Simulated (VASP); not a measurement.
Given:

```
ZrO2
1.0
    0.00000     2.53368     2.53368
    2.53368     0.00000     2.53368
    2.53368     2.53368     0.00000
Zr O
1 2
Cartesian
  0.00000   0.00000   0.00000
  1.26684   1.26684   1.26684
  3.80051   3.80051   3.80051
```

Level of theory: SCAN meta-GGA, VASP's PBE PAW potentials (set 64) (plane waves; VASP). Run with 520 eV cut-off, 7×7×7 Γ-centred mesh, Gaussian smearing of 0.050 eV, potentials Zr_sv O.

### Question
The ions, cell shape and volume are relaxed. What does this cell relax into?

### Answer

```
ZrO2
1.0
    0.00000     2.54300     2.54300
    2.54300     0.00000     2.54300
    2.54300     2.54300     0.00000
Zr O
1 2
Direct
  0.00000   0.00000   0.00000
  0.25000   0.25000   0.25000
  0.75000   0.75000   0.75000
```
Space group Fm-3m (225), at a tolerance of 0.03 Å.

### Question
How do energy and volume change from the first to the last step?

### Answer
The energy (σ→0) changes by -1.1 meV/atom and the volume by +1.1 %, in 3 ionic steps.

The compound is ZrO2 in the fluorite structure, the high-temperature cubic form, which is unstable at 0 K; the monoclinic form is the stable one. This run relaxes it. Symmetry was kept, so distortions that lower it aren't found.
